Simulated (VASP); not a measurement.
These are PBEsol GGA, VASP's PBE PAW potentials (set 64) (plane waves; VASP 6.6.1) values and carry that method's errors.

VASP ran on this input.

INCAR:
```
SYSTEM = Al2In2As4
PREC = Accurate; ENCUT = 400; LREAL = .FALSE.
LASPH = .TRUE.
EDIFF = 1E-7; NELM = 100; ALGO = Normal
LMAXMIX = 4
ISMEAR = -5
GGA = PS
ISIF = 2
LWAVE = .FALSE.; LCHARG = .TRUE.; LORBIT = 11
NEDOS = 601
LEFG = .TRUE.
```

File POSCAR:
```
Al2In2As4
1
    0.0000000000     2.9440137944     2.9440137944
    2.9440137944     0.0000000000     2.9440137944
   11.7609582577    11.7609582577     0.0150969197
In As Al
2 4 2
Direct
  0.0100902084   0.0100902084   0.9924323437
  0.9918979602   0.9918979602   0.2560765298
  0.2487077258   0.2487077258   0.0634692056
  0.2307944839   0.2307944839   0.3269041371
  0.2505746836   0.2505746836   0.5620689873
  0.2689836709   0.2689836709   0.7982622468
  0.9906168181   0.9906168181   0.5070373864
  0.0083344490   0.0083344490   0.7437491633
```

KPOINTS:
```
Automatic mesh
0
Gamma
7 7 2
0 0 0
```

POTCAR, in this order: In_d As Al (PBE.64 set). Program: vasp_std.

The resulting files:

File OSZICAR:
```
       N       E                     dE             d eps       ncg     rms          rms(c)
DAV:   1     0.359018832848E+03    0.35902E+03   -0.18852E+04  1984   0.135E+03
DAV:   2     0.626274254972E+01   -0.35276E+03   -0.34410E+03  2104   0.342E+02
DAV:   3    -0.363761391541E+02   -0.42639E+02   -0.41565E+02  2581   0.132E+02
DAV:   4    -0.379787844568E+02   -0.16026E+01   -0.15968E+01  2391   0.278E+01
DAV:   5    -0.380539881076E+02   -0.75204E-01   -0.75176E-01  3145   0.589E+00    0.804E+00
DAV:   6    -0.370445121799E+02    0.10095E+01   -0.19787E+00  2675   0.161E+01    0.449E+00
DAV:   7    -0.369086547338E+02    0.13586E+00   -0.11229E+00  3108   0.596E+00    0.118E+00
DAV:   8    -0.368945681481E+02    0.14087E-01   -0.10792E-01  3030   0.321E+00    0.825E-01
DAV:   9    -0.368950840437E+02   -0.51590E-03   -0.77206E-03  2807   0.874E-01    0.228E-01
DAV:  10    -0.368951329441E+02   -0.48900E-04   -0.15640E-03  2880   0.417E-01    0.860E-02
DAV:  11    -0.368952397714E+02   -0.10683E-03   -0.24415E-04  2870   0.109E-01    0.407E-02
DAV:  12    -0.368952527234E+02   -0.12952E-04   -0.26112E-05  2713   0.354E-02    0.197E-02
DAV:  13    -0.368952557672E+02   -0.30438E-05   -0.41674E-06  2320   0.113E-02    0.618E-03
DAV:  14    -0.368952555267E+02    0.24052E-06   -0.58391E-07  2147   0.661E-03    0.194E-03
DAV:  15    -0.368952556103E+02   -0.83617E-07   -0.57813E-08  1475   0.175E-03
   1 F= -.36895256E+02 E0= -.36895256E+02  d E =0.000000E+00
```

File OUTCAR:
```
------------------------ aborting loop because EDIFF is reached ----------------------------------------
  FORCE on cell =-STRESS in cart. coord.  units (eV):
  Direction    XX          YY          ZZ          XY          YZ          ZX
  --------------------------------------------------------------------------------------
  Total        0.0119598      0.0119598      0.0119598      0.1372182     -0.1372182     -0.1372182
  in kB        0.0940504      0.0940504      0.0940504      1.0790680     -1.0790680     -1.0790680
  external PRESSURE =       0.0940504 kB  Pullay stress =       0.0000000 kB
  volume of cell :      203.74
      direct lattice vectors                 reciprocal lattice vectors
     0.000000000  2.944013794  2.944013794    -0.169945236  0.169727086  0.169945236
     2.944013794  0.000000000  2.944013794     0.169727086 -0.169945236  0.169945236
    11.760958258 11.760958258  0.015096920     0.042540846  0.042540846 -0.042540846
 POSITION                                       TOTAL-FORCE (eV/Angst)
 -----------------------------------------------------------------------------------
     11.70166     11.70166      0.07439         0.001460      0.001460     -0.001460
      5.93187      5.93187      5.84419         0.004603      0.004603     -0.004603
      1.47866      1.47866      1.46536        -0.005016     -0.005016      0.005016
      4.52417      4.52417      1.36386        -0.003931     -0.003931      0.003931
      7.34817      7.34817      1.48388        -0.001371     -0.001371      0.001371
     10.18022     10.18022      1.59583        -0.001942     -0.001942      0.001942
      8.87964      8.87964      5.84043         0.008363      0.008363     -0.008363
      8.77174      8.77174      0.06030        -0.002166     -0.002166      0.002166
 -----------------------------------------------------------------------------------
    total drift:                               -0.000003     -0.000003     -0.000098
  FREE ENERGIE OF THE ION-ELECTRON SYSTEM (eV)
  ---------------------------------------------------
  free  energy   TOTEN  =       -36.8952556103 eV

  energy  without entropy=      -36.8952556103  energy(sigma->0) =      -36.89525561

 total charge

# of ion       s       p       d       tot
------------------------------------------
    1        0.847   0.764   9.892  11.504
    2        0.846   0.766   9.893  11.505
    3        1.218   1.585   0.024   2.827
    4        1.213   1.615   0.025   2.853
    5        1.202   1.630   0.022   2.854
    6        1.206   1.604   0.021   2.831
    7        0.402   0.345   0.000   0.747
    8        0.402   0.344   0.000   0.746
--------------------------------------------------
tot          7.336   8.653  19.877  35.867

 Electric field gradients after diagonalization (V/A^2)
 (convention: |V_zz| > |V_xx| > |V_yy|)
----------------------------------------------------------------------
 ion       V_xx      V_yy      V_zz     asymmetry (V_yy - V_xx)/ V_zz
----------------------------------------------------------------------
   1      -4.707    -4.703     9.410       0.000
   2      -6.145    -6.141    12.287       0.000
   3     -17.281   -17.281    34.563       0.000
   4       8.469     8.469   -16.937       0.000
   5      15.520    15.520   -31.041       0.000
   6     -10.020   -10.020    20.039       0.000
   7       1.765     1.765    -3.529       0.000
   8       1.978     1.978    -3.955       0.000
```
(Selected blocks of OUTCAR.)

File OUTCAR:
```
 val. band max:        4.2375743688   @ k =   0.0000   0.0000   0.0000

 cond. band min:       4.6560186486   @ k =   0.0000   0.0000   0.0000


 Fermi energy:         4.2485519707

 k-point     1 :       0.0000    0.0000    0.0000
  band No.  band energies     occupation
      1     -10.1667      2.00000
      2     -10.1063      2.00000
      3     -10.0716      2.00000
      4     -10.0716      2.00000
      5     -10.0526      2.00000
      6     -10.0526      2.00000
      7      -9.9453      2.00000
      8      -9.9453      2.00000
      9      -9.9329      2.00000
     10      -9.9329      2.00000
     11      -7.8079      2.00000
     12      -7.2256      2.00000
     13      -7.2084      2.00000
     14      -6.3644      2.00000
     15      -1.6762      2.00000
     16       0.4205      2.00000
     17       0.4821      2.00000
     18       2.8280      2.00000
     19       2.8280      2.00000
     20       3.2506      2.00000
     21       3.2506      2.00000
     22       3.7269      2.00000
     23       3.7269      2.00000
     24       3.9551      2.00000
     25       4.2376      2.00000
     26       4.2376      2.00000
     27       4.6560      0.00000
     28       5.3034      0.00000
     29       5.7804      0.00000
     30       5.9193      0.00000
     31       7.9055      0.00000

 k-point     2 :       0.1429    0.0000    0.0000
  band No.  band energies     occupation
      1     -10.1826      2.00000
      2     -10.1226      2.00000
      3     -10.0740      2.00000
      4     -10.0619      2.00000
      5     -10.0464      2.00000
      6     -10.0415      2.00000
      7      -9.9520      2.00000
      8      -9.9444      2.00000
      9      -9.9373      2.00000
     10      -9.9311      2.00000
     11      -7.6074      2.00000
     12      -7.2348      2.00000
     13      -6.8553      2.00000
     14      -6.2858      2.00000
     15      -1.4840      2.00000
     16      -0.2101      2.00000
     17       0.8904      2.00000
...
```

Unless said otherwise, spin-orbit coupling is left out, though it shifts the bands of the heavy elements here.

The structure was generated: Al2In2As4 was put into an ordered model structure (R3m), which need not be its known phase. It was relaxed first.
